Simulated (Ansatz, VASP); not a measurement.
# Cross-check of MnTeS between VASP and Ansatz, part 2 of 2

Wanted: the spread between two codes on one cell, functional and k mesh. The cell is invented: As first built, before any earlier steps moved the atoms (in the runner's words): it takes the TiTeS structure with some of its atoms replaced by other elements, volume scaled by an estimate. It may not be a known or stable phase. The cell is taken from a series of VASP runs on this material, whose earlier steps may have relaxed, scaled or displaced it; both programs get it as it stands. Other levels of theory on this material are compared in a session of their own. Valence electrons are named where the data sets of a main pair hold unlike numbers.

VASP 6.6.1 and Ansatz 0.2.0.

So far: Starting point; VASP: single point, LDA, DFT+U.

## Step 3: Ansatz: single point, LDA, DFT+U

Level of this step: Ansatz beside VASP: Kohn-Sham DFT, plane waves, LDA, DFT+U (Ansatz).

Ansatz runs on its default PAW (the set named soft_2) files.

The same cell, functional (in two slightly different forms), mesh and smearing now go to Ansatz, which takes its cutoff from its data sets.

input.yaml

```yaml
crystal:
  lattice:
    - [3.6976677078, 1.01e-08, 0.0]
    - [-1.8488333341, 3.2022737419, 0.0]
    - [0.0, 0.0, 5.3471996213]
  atoms:
    - { symbol: Te, position: [0.0, 0.0, 0.7013717604] }
    - { symbol: Mn, position: [0.33333333, 0.66666667, 0.040026731], spin: 4.0 }
    - { symbol: S, position: [0.66666667, 0.33333333, 0.2586005086] }
hamiltonian:
  xc: lda
  pseudopotentials: { kind: paw }
  hubbard: { sites: [{ species: Mn, l: d, u_eff: 6.2 }] }
magnetization:
  spin_polarized: true
kpoints:
  mp_grid: { grid: [6, 6, 4] }
scf:
  occupations: { method: gaussian, width: 0.05 }
  n_extra_bands: 4
output:
  forces: true
  stress: true
  eigenvalues: true
  write_density: true
  write_potential: true
  elf: true
  volumetric_format: npy
```

On the command line:

```sh
ansatz run input.yaml --threads 2 --pin off --max-ram 4608MiB --backend cpu --events-out ev --progress --plain --runs-dir out
```

Numbers of over 12 decimals in the logs are rounded to 6 here.

The log of the run:

```text
Warning: the atoms were moved onto the symmetric positions of the space group found under crystal.symmetry.tolerance 1.0e-5 (fractional; no operation is sought that the atoms, as they stand in a round, miss by more than twice it, and no atom is moved by as much as it), and the run uses the moved positions. Before a round's move an operation carried an atom to 3.70e-8 Å from where it should land, the largest such dist [...]
Warning: the band count 23 (scf.n_extra_bands) hosts the net moment |M| = 4.0000 μB (N_el = 37) but caps the reachable moment at 2·n_bands − N_el = 9.0000 μB, below the 25 bands that the automatic rule leaves for it — a moment growing past the seed, or the majority channel's smearing tail, pins there with fewer empty majority states than that count leaves; raise or omit scf.n_extra_bands unless the cap is intended
Te: projections on atomic orbitals take those of the free atom [Kr] 4d10 5s2 5p4, of charge +0.00 (hamiltonian.pseudopotentials.projection_atoms); the dataset's partial waves leave at most 7.8e-6 of an orbital's norm unspanned inside its sphere
Mn: projections on atomic orbitals take those of the free atom [Ne] 3s2 3p6 3d5 4s2, of charge +0.00 (hamiltonian.pseudopotentials.projection_atoms); the dataset's partial waves leave at most 9.0e-7 of an orbital's norm unspanned inside its sphere
S: projections on atomic orbitals take those of the free atom [Ne] 3s2 3p4, of charge +0.00 (hamiltonian.pseudopotentials.projection_atoms); the dataset's partial waves leave at most 1.6e-7 of an orbital's norm unspanned inside its sphere
scf.n_extra_bands = 4 over 19 filled bands (N_el = 37.0): the run solves 23 bands
Engine: ansatz 0.2.0, aarch64-unknown-linux-gnu
Pseudopotentials: kind: paw
Pseudopotential: Te, paw, valence charge 16, recommended cutoff 420 eV (normal), Te.paw.azcp
Pseudopotential: Mn, paw, valence charge 15, recommended cutoff 420 eV (normal), Mn.paw.azcp
Pseudopotential: S, paw, valence charge 6, recommended cutoff 420 eV (normal), S.paw.azcp
Functional definition: SPW92
  exchange = slater_x
  correlation = pw_c
Crystal: 3 atoms, lattice volume = 63.316 Å³
Basis set: ecut = 420 eV, 1241 PW (Γ)
Bands: 23, of which v1, the nominal top of the filled ones, is band 19 counted from 1 (18 counted from 0)
Symmetry: 6 space group operations
Space group: P3m1 (ITA 156), of the structure as read, at distance tolerance 4.0e-5 Å
Magnetic group: BNS 156.49 (UNI 1279), of the structure as read, at distance tolerance 4.0e-5 Å
k-points: 24 of 144 (time reversal used)
Non-local potential: Te, projectors of the file, l = 0: 2, l = 1: 2, l = 2: 2, l = 3: 2
Non-local potential: Mn, projectors of the file, l = 0: 3, l = 1: 2, l = 2: 3, l = 3: 1
Non-local potential: S, projectors of the file, l = 0: 2, l = 1: 2, l = 2: 2
PAW form: soft (Blöchl's): semilocal exchange-correlation on the pseudo side does not see the compensation charge
PAW frozen core: Te, regenerated for the run's functional, and the local potential with it (the file was generated under x = pbe(κ = 0.804, μ = 0.219515), c = pbe(β = 0.066725))
PAW frozen core: Mn, regenerated for the run's functional, and the local potential with it (the file was generated under x = pbe(κ = 0.804, μ = 0.219515), c = pbe(β = 0.066725))
PAW frozen core: S, regenerated for the run's functional, and the local potential with it (the file was generated under x = pbe(κ = 0.804, μ = 0.219515), c = pbe(β = 0.066725))
PAW one-centre angular grid: Te, 590 points (default); XC on 64 Gauss nodes
PAW one-centre angular grid: Mn, 590 points (default); XC on 64 Gauss nodes
PAW one-centre angular grid: S, 110 points (default); XC on 64 Gauss nodes
Initial density: superposition of atomic densities (chi_scale 0.1, normalization cell, long waves kept (reshape's long-wave potential 0.06 eV rms))
Starting moments: Σ|m| = 4 μB on 1 of 3 sites
Initial wavefunctions: pseudopotential atomic-orbital guess
Functional: x = slater, c = lda
SCF iter   1: F=—  HF=-11537.685284 eV  |F-HF|=—  |Δ(HF+E_count)|=         —  Δρ=6.64e-2 (↑6.64e-2 ↓6.48e-2)  dr2=1.71e1  dr2_m=7.40e-2  M=3.444 μB ∫|m|=4.072 μB  β_m=1.00  ethr=3.10e-3  ⟨swp⟩=5.6  Hψ=4608  notcnv=0
preconditioner: auto → Kerker (q_TF=auto, 2.495 Å⁻¹)  [metal: Δε(μ)=0.044 eV  Ē_g=7.874 eV  σ=0.050 eV  W_gap=0.43  n_scr=22 (ndim 8)  ℏωp=20.3 eV  f_vac=0.000  D(μ)=1.48/eV (n_scr^D=8)]
spin=Collinear: Kerker preconditioning applied to the charge; magnetization (m = ρ↑ − ρ↓) channel mixes plain (no charge-response kernel on spin).
SCF iter   2: F=—  HF=-11536.263203 eV  |F-HF|=—  |Δ(HF+E_count)|=    1.42e0  Δρ=3.48e-2 (↑3.48e-2 ↓2.39e-2)  dr2=1.91e0  dr2_m=3.98e-1  M=3.553 μB ∫|m|=4.782 μB  β_m=1.00  ethr=3.10e-3  ⟨swp⟩=3.1  Hψ=2737  notcnv=0  defer=24
SCF iter   3: F=—  HF=-11535.998133 eV  |F-HF|=—  |Δ(HF+E_count)|=   2.65e-1  Δρ=1.25e-2 (↑1.25e-2 ↓9.25e-3)  dr2=7.91e-1  dr2_m=1.46e-2  M=3.539 μB ∫|m|=4.997 μB  β_m=1.00  ethr=3.10e-3  ⟨swp⟩=2.3  Hψ=1518  notcnv=0  defer=24
SCF iter   4: F=—  HF=-11535.931396 eV  |F-HF|=—  |Δ(HF+E_count)|=   6.67e-2  Δρ=6.51e-3 (↑3.96e-3 ↓6.51e-3)  dr2=4.34e-2  dr2_m=8.81e-3  M=3.543 μB ∫|m|=5.141 μB  β_m=1.00  ethr=2.14e-3  ⟨swp⟩=3.0  Hψ=1759  notcnv=0  defer=24
SCF iter   5: F=—  HF=-11535.976619 eV  |F-HF|=—  |Δ(HF+E_count)|=   4.52e-2  Δρ=3.67e-3 (↑2.60e-3 ↓3.67e-3)  dr2=2.96e-2  dr2_m=5.76e-4  M=3.545 μB ∫|m|=5.190 μB  β_m=1.00  ethr=1.17e-4  ⟨swp⟩=1.8  Hψ=1565  notcnv=0  defer=24
SCF iter   6: F=—  HF=-11536.002012 eV  |F-HF|=—  |Δ(HF+E_count)|=   2.54e-2  Δρ=1.89e-3 (↑1.89e-3 ↓8.99e-4)  dr2=4.50e-3  dr2_m=2.70e-4  M=3.550 μB ∫|m|=5.201 μB  β_m=0.30  ethr=8.01e-5  ⟨swp⟩=2.7  Hψ=1893  notcnv=0  defer=24
Mixer restart at iter 6: flushing history
spin-set hold released at iteration 6 (site moments contracting): the magnetisation degrees of freedom join the quasi-Newton model from the next iteration; the mixer history was flushed
SCF iter   7: F=—  HF=-11536.022619 eV  |F-HF|=—  |Δ(HF+E_count)|=   2.06e-2  Δρ=1.66e-3 (↑1.66e-3 ↓5.86e-4)  dr2=2.14e-3  dr2_m=4.15e-4  M=3.552 μB ∫|m|=5.212 μB  β_m=0.65  ethr=1.22e-5  ⟨swp⟩=1.8  Hψ=1435  notcnv=0  defer=24
SCF iter   8: F=—  HF=-11536.044919 eV  |F-HF|=—  |Δ(HF+E_count)|=   2.23e-2  Δρ=7.30e-4 (↑7.30e-4 ↓7.14e-4)  dr2=2.10e-4  dr2_m=2.70e-4  M=3.558 μB ∫|m|=5.246 μB  β_m=0.82  ethr=5.79e-6  ⟨swp⟩=2.3  Hψ=2119  notcnv=0  defer=24
SCF iter   9: F=—  HF=-11536.045085 eV  |F-HF|=—  |Δ(HF+E_count)|=   1.66e-4  Δρ=2.72e-4 (↑1.54e-4 ↓2.72e-4)  dr2=1.59e-4  dr2_m=3.88e-6  M=3.559 μB ∫|m|=5.253 μB  β_m=0.83  ethr=5.66e-7  ⟨swp⟩=2.1  Hψ=2129  notcnv=0  defer=24
SCF iter  10: F=—  HF=-11536.045063 eV  |F-HF|=—  |Δ(HF+E_count)|=   2.17e-5  Δρ=2.05e-4 (↑2.05e-4 ↓7.20e-5)  dr2=2.78e-5  dr2_m=2.97e-6  M=3.559 μB ∫|m|=5.253 μB  β_m=0.70  ethr=4.29e-7  ⟨swp⟩=2.0  Hψ=2026  notcnv=0  defer=24
SCF iter  11: F=—  HF=-11536.045056 eV  |F-HF|=—  |Δ(HF+E_count)|=   7.19e-6  Δρ=3.17e-5 (↑2.57e-5 ↓3.17e-5)  dr2=2.76e-6  dr2_m=1.01e-7  M=3.559 μB ∫|m|=5.254 μB  β_m=0.85  ethr=7.51e-8  ⟨swp⟩=2.0  Hψ=1896  notcnv=0  defer=24
SCF iter  12: F=—  HF=-11536.045056 eV  |F-HF|=—  |Δ(HF+E_count)|=   5.98e-7  Δρ=1.78e-5 (↑1.47e-5 ↓1.78e-5)  dr2=9.92e-7  dr2_m=6.19e-9  M=3.559 μB ∫|m|=5.254 μB  β_m=0.93  ethr=7.45e-9  ⟨swp⟩=1.9  Hψ=1342  notcnv=0  defer=24
SCF iter  13: F=—  HF=-11536.045056 eV  |F-HF|=—  |Δ(HF+E_count)|=   1.17e-7  Δρ=6.77e-6 (↑6.77e-6 ↓6.29e-6)  dr2=1.33e-7  dr2_m=5.17e-10  M=3.559 μB ∫|m|=5.253 μB  β_m=0.96  ethr=2.68e-9  ⟨swp⟩=2.2  Hψ=1602  notcnv=0  defer=24
SCF iter  14: F=-11536.045056 eV  HF=-11536.045056 eV  |F-HF|=1.17e-8  |Δ(HF+E_count)|=   1.05e-8  Δρ=2.03e-6 (↑2.03e-6 ↓1.52e-6)  dr2=1.62e-8  dr2_m=8.34e-11  M=3.559 μB ∫|m|=5.253 μB  ethr=2.70e-10  ⟨swp⟩=11.5  Hψ=7126  notcnv=0
SCF 1 converged in 14 iterations: F = -11536.045056 eV  dr2 = 1.62e-8
  greatest PAW one-centre occupation: 1.004 electrons in one spin orbital (limit 2), on the Mn atom at site 1 (counted from 0), in its partial waves of l = 1
SCF converged after 14 iterations
Magnetization: 3.5590 μB (20.2795 up, 16.7205 down)
Absolute magnetization: 5.2550 μB (∫|ρ↑−ρ↓|, with the PAW one-centre terms)
Spin contamination: 0.8772 ħ² per cell (⟨S²⟩ above its minimum at these occupations)
Per-site moments (μB) at R_I (Å): [(-0.385099, 1.154763), (4.096833, 1.003959), (-0.211092, 1.003959)]
Free energy (F): -11536.045056 eV
Harris-Foulkes:  -11536.045056 eV  (|F-HF|=1.17e-8)
Internal energy: -11536.043840 eV  (E = F + TS)
E sigma→0 (E₀):  -11536.044448 eV
Entropy (-TS):   -0.001216 eV (-0.405 meV/atom)
Fermi energy:    9.945069 eV
--- Per-component energies (eV) ---
  E_band       = -547.314597
  E_kinetic    = 588.375279
  E_local      = -3719.686874  (includes V_loc(G=0)·N_el)
  E_nonlocal   = -21.301830
  E_hartree    = 1822.885747
  E_xc         = -331.116500
  E_vxc        = -335.412426  (∫ρ·V_xc dr)
  E_hubbard    = 1.580003  (on-site DFT+U / exact-exchange correction)
  E_vhub       = -13.404945  (the Hubbard potential's part of the band-sum identity)
  E_paw        = -6325.017075  (= ΣΔE_a)
  E_vpaw       = -691.654897  (= ΣTr[D̂ρ^β])
  E_aug_tail   = -0.000215  (compensation charges beyond the density's cutoff)
  E_ewald      = -3552.978187
  E_core_change = 1.215812  (= ΣΔE_core)
  E_smearing   = -0.001216  (= −TS)
  E_closure    = 0.000000  (closes the sum)
  Σ components = -11536.045056   (vs F -11536.045056, Δ=0.00e0)
--- Forces (eV/Å), atoms counted from 1 ---
  atom   1  Te     0.00000000    -0.00000000    -0.08988983
  atom   2  Mn    -0.00000000    -0.00000000     0.02942307
  atom   3  S     -0.00000000     0.00000000     0.06037738
  max |Σ_I F_I| component: 8.94e-5 eV/Å
--- Stress (GPa, compression-positive) ---
        1.394329      -0.000000      -0.000000
       -0.000000       1.394329       0.000000
       -0.000000      -0.000000       0.694763
  P = ⅓ Tr σ = 1.1611 GPa (11.611 kbar)
--- Band table (eV; the first three rows and the last of 48) ---
  k-point 0 ↑: bands = [... 15 lower, 4.0138, 5.5488, 9.7735, 9.7735, 11.2915, 11.2915, 11.5101, 13.8659]
  k-point 1 ↑: bands = [... 15 lower, 4.0080, 6.1830, 9.6454, 9.6454, 10.2196, 11.5303, 11.5303, 14.4368]
  k-point 2 ↑: bands = [... 15 lower, 4.0021, 7.5913, 8.4273, 9.5390, 9.5390, 11.7601, 11.7601, 15.0737]
  k-point 23 ↓: bands = [... 15 lower, 9.3996, 9.4194, 13.4002, 13.5373, 13.6309, 14.0432, 14.8285, 16.5732]
Occupation matrices written to <dir>
```

The job ended after 13 s (2 threads of Arm Neoverse N1, shared host; peak memory 0.42 GiB; 23 s of CPU time).

In the SCF lines HF is the Harris–Foulkes energy and dr2 the Hartree energy of the density residual, in eV; the loop may stop once dr2 is under the threshold and the program's other checks hold. Hψ counts applications of the Hamiltonian.

The run ends at a pressure of 1.16 GPa, with forces up to 0.090 eV/Å.

## Step 4: Comparison

Known differences besides the potentials themselves: U acts on the PAW sphere in VASP and on atomic orbitals in Ansatz, so only states and trends compare; the two LDA forms differ slightly; the data sets hold 37 valence electrons in Ansatz (on its default PAW (the set named soft_2) files) and 25 in VASP; the cutoff is 420 eV in Ansatz and 400 eV in VASP; VASP's log shows a relativistic correction to its local exchange, Ansatz's none; site moments are counted in spheres of each program's own size. Total energies have different zeros and are not compared.

The two programs side by side:

| quantity | Ansatz | VASP | difference |
| --- | --- | --- | --- |
| pressure (GPa) | 1.16 | -0.05 | +1.21 |
| total moment (μB) | 3.56 | 3.56 | 0.00 |
| moment on Mn2 (μB) | 4.10 | 4.27 | -0.17 |
| moment on Te1 (μB) | -0.39 | -0.38 | 0.00 |
| moment on S3 (μB) | -0.21 | -0.19 | -0.02 |

At this near-relaxed geometry the largest component of a force difference is 82 meV/Å.

## Step 5: Outcome

* difference in total moment (single point, LDA, DFT+U): -0.0015 μB
* r.m.s. force difference (single point, LDA, DFT+U): 34 meV/Å
* difference in pressure (single point, LDA, DFT+U): 1.2 GPa

**Reading.** The r.m.s. force difference is 34 meV/Å (single point, LDA, DFT+U). The data sets hold unlike numbers of valence electrons (37 in Ansatz and 25 in VASP), so part of the differences comes from the potentials. 3 further runs of this series are not shown here. How closely two codes agree says nothing of how well the functional describes the real material.

[Lines on the potential files, build, host, timing and source positions are cut from VASP's logs without a mark.]

[Logs are printed without paths, hosts, clocks, repeated set-up lines and the standing remarks that a program may print on its own settings, such as how far it seeks lower states.]

[Hosts, paths, dates, database ids (printed as entryN), source tags and the programs' standing remarks are cut or masked in the printed files.]
